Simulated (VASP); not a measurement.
# CdSi4O (F-43m) in VASP: a series of runs

The runs below take CdSi4O through band structure, with revPBE, BLYP, AM05, PW91, r2SCAN.

All numbers are computed with VASP 6.6.1; they aren't measurements. Logs are shortened: lines on timing, memory, paths and dates and some standing lists are left out, and cuts for length are marked.

## 1. Starting point

It takes space group F-43m (No. 216, cubic). Conventional cell: a = 7.204 Å, b = 7.204 Å, c = 7.204 Å, α = 90.00°, β = 90.00°, γ = 90.00°. Cd (site symmetry -43m) has 12 Si at 2.99 Å and 4 O at 3.12 Å as nearest neighbours. Around Si (site symmetry 3m) lie 6 Si at 2.51 to 2.58 Å. O (site symmetry -43m) is surrounded by 12 Si at 2.98 Å and 4 Cd at 3.12 Å.

The cell was built by a generator and needn't be a form met in nature.

## 2. Band structure, revPBE

File POSCAR:

```
CdSi4O
1.0
    0.0000000000      3.6017500000      3.6017500000
    3.6017500000      0.0000000000      3.6017500000
    3.6017500000      3.6017500000      0.0000000000
Cd Si O
1 4 1
Direct
    0.5000000000      0.5000000000      0.5000000000
    0.8767200000      0.8767200000      0.3698400000
    0.8767200000      0.3698400000      0.8767200000
    0.8767200000      0.8767200000      0.8767200000
    0.3698400000      0.8767200000      0.8767200000
    0.2500000000      0.2500000000      0.2500000000
```

File INCAR.step1:

```
  ALGO = Fast
  EDIFF = 1E-6
  ENCUT = 520
  GGA = RE
  ISIF = 2
  ISMEAR = -1
  LASPH = T
  LCHARG = T
  LREAL = F
  LWAVE = F
  NBANDS = 26
  NELM = 60
  PREC = Accurate
  SIGMA = 0.05
```

File KPOINTS.step1:

```
k-points
0
Gamma
  5 5 5
```

File INCAR.step2:

```
  ALGO = Fast
  EDIFF = 1E-6
  ENCUT = 520
  GGA = RE
  ICHARG = 11
  ISIF = 2
  ISMEAR = 0
  LASPH = T
  LCHARG = F
  LREAL = F
  LWAVE = F
  NBANDS = 26
  NELM = 60
  PREC = Accurate
  SIGMA = 0.05
```

File KPOINTS.step2:

```
path GXWKGLUWLK,UX
10
line-mode
reciprocal
 0.0000000000  0.0000000000  0.0000000000  G
 0.5000000000  0.0000000000  0.5000000000  X

 0.5000000000  0.0000000000  0.5000000000  X
 0.5000000000  0.2500000000  0.7500000000  W

 0.5000000000  0.2500000000  0.7500000000  W
 0.3750000000  0.3750000000  0.7500000000  K

 0.3750000000  0.3750000000  0.7500000000  K
 0.0000000000  0.0000000000  0.0000000000  G

 0.0000000000  0.0000000000  0.0000000000  G
 0.5000000000  0.5000000000  0.5000000000  L

 0.5000000000  0.5000000000  0.5000000000  L
 0.6250000000  0.2500000000  0.6250000000  U

 0.6250000000  0.2500000000  0.6250000000  U
 0.5000000000  0.2500000000  0.7500000000  W

 0.5000000000  0.2500000000  0.7500000000  W
 0.5000000000  0.5000000000  0.5000000000  L

 0.5000000000  0.5000000000  0.5000000000  L
 0.3750000000  0.3750000000  0.7500000000  K

 0.6250000000  0.2500000000  0.6250000000  U
 0.5000000000  0.0000000000  0.5000000000  X
```

Potentials or basis: VASP PAW PBE potentials, release 64 (Cd, Si, O).

Started as:

```console
$ cat potpaw_PBE.64/Cd/POTCAR potpaw_PBE.64/Si/POTCAR potpaw_PBE.64/O/POTCAR > POTCAR
$ cp INCAR.step1 INCAR
$ cp KPOINTS.step1 KPOINTS
$ mpirun -np 1 vasp_std > vasp.out
$ cp INCAR.step2 INCAR
$ cp KPOINTS.step2 KPOINTS
$ mpirun -np 1 vasp_std > vasp.out
```

OUTCAR:

```text
EDIFF = 1E-6
   ENCUT = 520
   GGA = RE
   ICHARG = 11
   ISIF = 2
   ISMEAR = 0
   LASPH = T
   LREAL = F
   NELM = 60
   PREC = Accurate

 ion  position               nearest neighbor table
   1  0.500  0.500  0.500-   3 2.99   4 2.99   5 2.99   4 2.99   4 2.99   5 2.99   2 2.99   2 2.99
                             5 2.99   2 2.99   3 2.99   3 2.99
   2  0.877  0.877  0.370-   3 2.51   4 2.51   5 2.51   4 2.58   3 2.58   5 2.58   1 2.99   1 2.99
                             1 2.99
   3  0.877  0.370  0.877-   2 2.51   4 2.51   5 2.51   2 2.58   4 2.58   5 2.58   1 2.99   1 2.99
                             1 2.99
   4  0.877  0.877  0.877-   2 2.51   3 2.51   5 2.51   2 2.58   3 2.58   5 2.58   1 2.99   1 2.99
                             1 2.99
   5  0.370  0.877  0.877-   2 2.51   3 2.51   4 2.51   4 2.58   2 2.58   3 2.58   1 2.99   1 2.99
                             1 2.99
   6  0.250  0.250  0.250-

  LATTYP: Found a face centered cubic cell.
 ALAT       =     7.2035000000

  Lattice vectors:

 A1 = (   0.0000000000,   3.6017500000,   3.6017500000)
 A2 = (   3.6017500000,   0.0000000000,   3.6017500000)
 A3 = (   3.6017500000,   3.6017500000,   0.0000000000)

Analysis of symmetry for initial positions (statically):
=====================================================================
 Subroutine PRICEL returns:
 Original cell was already a primitive cell.

 Routine SETGRP: Setting up the symmetry group for a
 face centered cubic supercell.

 Subroutine GETGRP returns: Found 24 space group operations
 (whereof 24 operations were pure point group operations)
 out of a pool of 48 trial point group operations.

The static configuration has the point symmetry T_d .

Analysis of symmetry for dynamics (positions and initial velocities):
=====================================================================
 Subroutine PRICEL returns:
 Original cell was already a primitive cell.

 Routine SETGRP: Setting up the symmetry group for a
 face centered cubic supercell.

 Subroutine GETGRP returns: Found 24 space group operations
 (whereof 24 operations were pure point group operations)
 out of a pool of 48 trial point group operations.

The dynamic configuration has the point symmetry T_d .

 Subroutine INISYM returns: Found 24 space group operations
 (whereof 24 operations are pure point group operations),
 and found     1 'primitive' translations

----------------------------------------------------------------------------------------
[... 100 lines left out ...]
   NFREE  =      0    steps in history (QN), initial steepest desc. (CG)
   ISIF   =      2    stress and relaxation
   ISYM   =      2    0-nonsym 1-usesym 2-fastsym
   POTIM  = 0.5000    time-step for ionic-motion
   TEBEG  =    0.0;   TEEND  =   0.0 temperature during run
   PSTRESS=    0.0 pullay stress
   NELECT =      34.0000    total number of electrons
   NUPDOWN=      -1.0000    fix difference up-down
   EMIN   =  10.00;   EMAX   =-10.00  energy-range for DOS
   EFERMI =   0.00;   METHOD = LEGACY
   ISMEAR =     0;   SIGMA  =   0.05  broadening in eV -4-tet -1-fermi 0-gaus
   EFERMI_NEDOS =   21; number of points for ismear=-14 and -15
   IALGO  =     68    algorithm
   IMIX   =      4    mixing-type and parameters
     AMIX     =   0.40;   BMIX     =  1.00
     AMIX_MAG =   1.60;   BMIX_MAG =  1.00
  volume/ion in A,a.u.               =      15.57       105.10
  Fermi-wavevector in a.u.,A,eV,Ry     =   1.168721  2.208563 18.584322  1.365909
  Thomas-Fermi vector in A             =   2.305204
   LORBIT       =      0    0 simple, 1 ext, 2 COOP (PROOUT), +10 PAW based schemes
   GGA     = RE    functional components
   LHFCALC =     F    Hartree Fock is set to
   AEXX    =    0.0000 exact exchange contribution
   IVDW    =     0    specifies the selected vdW correction
   LEPSILON=     F    determine dielectric tensor
   LRPA    =     F    only Hartree local field effects (RPA)
 non-spin polarized calculation
 RMM-DIIS sequential band-by-band and
 Gauss-broadening in eV      SIGMA  =   0.05
  energy-cutoff  :      520.00
  volume of cell :       93.45
 maximum number of plane-waves:      2565
 NGX is ok and might be reduce to    40

 number of electron      33.9999993 magnetization

 Free energy of the ion-electron system (eV)
  ---------------------------------------------------
  ext. energy  EPLUGINS =         0.00000000
  ---------------------------------------------------
  free energy    TOTEN  =       -21.89355812 eV

  energy without entropy =      -21.89066188  energy(sigma->0) =      -21.89211000

 E-fermi :   6.6428     XC(G=0): -10.7889

 val. band max:        6.6407644241   @ k =   0.1667   0.1667   0.1667
 cond. band min:       6.6613558639   @ k =   0.5417   0.0833   0.5417
 fundamental gap:      0.0205914398
 Fermi energy:         6.6427518471

 k-point     1 :       0.0000    0.0000    0.0000
  band No.  band energies     occupation
      1      -9.7099      2.00000
      2      -5.8343      2.00000
      3      -2.3061      2.00000
      4      -2.3061      2.00000
      5      -2.3061      2.00000
      6      -2.2637      2.00000
[... 685 lines left out ...]
     25      12.0657      0.00000
     26      12.5412      0.00000

 [... further k-points ...]

------------------------ aborting loop because EDIFF is reached ----------------------------------------

  FORCE on cell =-STRESS in cart. coord.  units (eV):
  Direction    XX          YY          ZZ          XY          YZ          ZX
  --------------------------------------------------------------------------------------
  -------------------------------------------------------------------------------------
  Total        5.4092567      5.4092567      5.4092567      0.0000000     -0.0000000      0.0000000
  in kB       92.7422184     92.7422184     92.7422184      0.0000000     -0.0000000      0.0000000
  external PRESSURE =      92.7422184 kB  Pullay stress =       0.0000000 kB

 VOLUME and BASIS-vectors are now :
 -----------------------------------------------------------------------------
  energy-cutoff  :      520.00
  volume of cell :       93.45
      direct lattice vectors                 reciprocal lattice vectors
     0.000000000  3.601750000  3.601750000    -0.138821406  0.138821406  0.138821406
     3.601750000  0.000000000  3.601750000     0.138821406 -0.138821406  0.138821406
     3.601750000  3.601750000  0.000000000     0.138821406  0.138821406 -0.138821406

 POSITION                                       TOTAL-FORCE (eV/Angst)
 -----------------------------------------------------------------------------------
      3.60175      3.60175      3.60175        -0.000000     -0.000000     -0.000000
      4.48980      4.48980      6.31545         0.116019      0.116019     -0.116019
      4.48980      6.31545      4.48980         0.116019     -0.116019      0.116019
      6.31545      6.31545      6.31545        -0.116019     -0.116019     -0.116019
      6.31545      4.48980      4.48980        -0.116019      0.116019      0.116019
      1.80088      1.80088      1.80088        -0.000000     -0.000000     -0.000000
 -----------------------------------------------------------------------------------
    total drift:                               -0.000000     -0.000000      0.000000

  FREE ENERGIE OF THE ION-ELECTRON SYSTEM (eV)
  ---------------------------------------------------
  free  energy   TOTEN  =       -21.8935581222 eV

  energy  without entropy=      -21.8906618785  energy(sigma->0) =      -21.89211000
```

OUTCAR.step1:

```text
EDIFF = 1E-6
   ENCUT = 520
   GGA = RE
   ISIF = 2
[... 517 lines left out ...]
      4.48980      6.31545      4.48980        -0.036933      0.036933     -0.036933
      6.31545      6.31545      6.31545         0.036933      0.036933      0.036933
      6.31545      4.48980      4.48980         0.036933     -0.036933     -0.036933
      1.80088      1.80088      1.80088         0.000000      0.000000      0.000000
 -----------------------------------------------------------------------------------
    total drift:                               -0.000000     -0.000000      0.000000

  FREE ENERGIE OF THE ION-ELECTRON SYSTEM (eV)
  ---------------------------------------------------
  free  energy   TOTEN  =       -22.4180322879 eV

  energy  without entropy=      -22.4015843489  energy(sigma->0) =      -22.40980832
```

Run time: 81 s. Hardware: 1 thread of Intel Xeon 6975P-C (Granite Rapids), shared host; peak memory 0.38 GiB.

What came out:

```yaml
Band_gap_along_the_path: none (metal or under the smearing width)
```

Levels at the corners of the path, in eV from the Fermi level:
```
point  band 15  band 16  band 17  band 18  band 19  band 20
    Γ    -1.64    -1.64    -1.64    -1.22    -0.82    -0.82
    X    -0.99     0.53     0.53     0.62     1.34     1.47
    X    -0.99     0.53     0.53     0.62     1.34     1.47
    W    -0.94    -0.89    -0.47     1.18     1.61     1.81
    W    -0.94    -0.89    -0.47     1.18     1.61     1.81
    K    -0.87    -0.85    -0.42     0.31     1.02     2.89
    K    -0.87    -0.85    -0.42     0.31     1.02     2.89
    Γ    -1.64    -1.64    -1.64    -1.22    -0.82    -0.82
    Γ    -1.64    -1.64    -1.64    -1.22    -0.82    -0.82
    L    -0.73    -0.73     0.20     0.74     0.74     0.90
    L    -0.73    -0.73     0.20     0.74     0.74     0.90
    U    -0.87    -0.85    -0.42     0.31     1.02     2.89
    U    -0.87    -0.85    -0.42     0.31     1.02     2.89
    W    -0.94    -0.89    -0.47     1.18     1.61     1.81
    W    -0.94    -0.89    -0.47     1.18     1.61     1.81
    L    -0.73    -0.73     0.20     0.74     0.74     0.90
    L    -0.73    -0.73     0.20     0.74     0.74     0.90
    K    -0.87    -0.85    -0.42     0.31     1.02     2.89
    U    -0.87    -0.85    -0.42     0.31     1.02     2.89
    X    -0.99     0.53     0.53     0.62     1.34     1.47
```

Caveat: the log is that of the step along the path at fixed density, whose energy, stress, charges and moments have no meaning; the PAW data sets were made with another functional, which shifts forces and pressure a little.

(Part 1 of 3 ends here.)
